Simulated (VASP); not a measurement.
An input for Quantum ESPRESSO's pw.x (written as the equivalent of a VASP run, and not itself run):

```
&CONTROL
  calculation = 'scf'
  pseudo_dir = './pseudo'
  outdir = './out'
  tprnfor = .true.
  tstress = .true.
/
&SYSTEM
  ibrav = 0
  nat = 2
  ntyp = 2
  ecutwfc = 84
  occupations = 'smearing'
  smearing = 'gaussian'
  degauss = 0.003675
  input_dft = 'pbe'
/
&ELECTRONS
  conv_thr = 7.3e-08
  electron_maxstep = 100
/
ATOMIC_SPECIES
  Mg 24.305 Mg.upf
  S 32.060 S.upf
CELL_PARAMETERS angstrom
     0.0000000    2.6000000    2.6000000
     2.6000000    0.0000000    2.6000000
     2.6000000    2.6000000    0.0000000
ATOMIC_POSITIONS crystal
  Mg   0.0000000  0.0000000  0.0000000
  S    0.5000000  0.5000000  0.5000000
K_POINTS automatic
  8 8 8 0 0 0
```

### Question
Translate this input to VASP (INCAR, KPOINTS, POSCAR, choice of POTCAR).

### Answer
One answer among several that fit: 
INCAR:
```
SYSTEM = MgS
PREC = Accurate
ENCUT = 400
EDIFF = 1E-6
NELM = 100
ALGO = Normal
LREAL = .FALSE.
LASPH = .TRUE.
ISMEAR = 0
SIGMA = 0.05
GGA = PE
LWAVE = .FALSE.
LCHARG = .FALSE.
ISIF = 2
```

**KPOINTS**
```
K-points
0
gamma
  8 8 8
```

### POSCAR
```
MgS
3.6769550
  0.0000000000   0.7071068316   0.7071068316
  0.7071068316   0.0000000000   0.7071068316
  0.7071068316   0.7071068316   0.0000000000
Mg S
1 1
Cartesian
  0.0000000000   0.0000000000   0.0000000000
  0.7071068316   0.7071068316   0.7071068316
```

POTCAR, in this order: Mg S (PBE.64 set). Program: vasp_std.

The two are equivalent in intent, not identical: the potentials are each code's own (VASP's PAW set, PseudoDojo norm-conserving files in pw.x), so ENCUT and ecutwfc are chosen apart and not converted; conv_thr bounds pw.x's estimated SCF error, while EDIFF bounds the energy change between steps.

The compound is MgS in the rock salt structure. The cell was not relaxed at this level.
